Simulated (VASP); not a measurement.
VASP runs on Tc (space group P6_3/mmc) share one base input (PBE GGA, plane waves, VASP's PBE PAW potentials (set 64)) and change the settings named in each case.

INCAR:
```
LREAL = .FALSE.   ! projection in real space or not
SYSTEM = Tc
ISMEAR = 0   ! Gaussian
ENCUT = 300
EDIFF = 1E-6
LWAVE = .FALSE.
NELM = 100   ! most electronic steps
PREC = Accurate
ALGO = Normal   ! blocked Davidson
GGA = PE   ! PBE
SIGMA = 0.2   ! width (eV)
LMAXMIX = 4
ISIF = 2
LCHARG = .FALSE.
LASPH = .TRUE.   ! aspherical one-centre terms
```

POSCAR:
```
Tc
1
    1.3700000000    -2.3729100000     0.0000000000
    1.3700000000     2.3729100000     0.0000000000
    0.0000000000     0.0000000000     4.3900000000
Tc
2
Direct
  0.3333330000   0.6666670000   0.2500000000
  0.6666670000   0.3333330000   0.7500000000
```

### KPOINTS
```
Automatic mesh
0
Gamma
14 14 8
0 0 0
```

POTCAR, in this order: Tc_pv (PBE.64 set). Program: vasp_std.

```json
[
 {"change": "base run", "E(σ→0) (eV/atom)": "-10.3546", "pressure (GPa)": "1.68", "−TS (eV)": "-0.0396"},
 {"change": "GGA removed, POTCAR Tc_pv (LDA.64 set)", "E(σ→0) (eV/atom)": "-11.7260", "pressure (GPa)": "-12.49", "−TS (eV)": "-0.0392"},
 {"change": "GGA_COMPAT = .FALSE., LNONCOLLINEAR = .TRUE., LSORBIT = .TRUE., MAGMOM = 0.0 0.0 0.0 0.0 0.0 0.0, program vasp_ncl", "E(σ→0) (eV/atom)": "-10.4536", "pressure (GPa)": "1.78", "−TS (eV)": "-0.0391"},
 {"change": "KPOINTS 4×4×3 Γ-centred mesh", "E(σ→0) (eV/atom)": "-10.3874", "pressure (GPa)": "2.94", "−TS (eV)": "-0.0430"}
]
```
 Energies of different potentials or functionals have different zeros.  At 300 eV the pressure can carry a Pulay error.

Left out are runs that ran out of time, are held back, or changed the cell or the kind of run, fixed moments of cells without a moment, rows past the twelfth, gaps on odd meshes, pressures of charged cells and columns that move by less than the noise.

The structure is a typed Tc crystal (P6_3/mmc). The cell was not relaxed at this level.
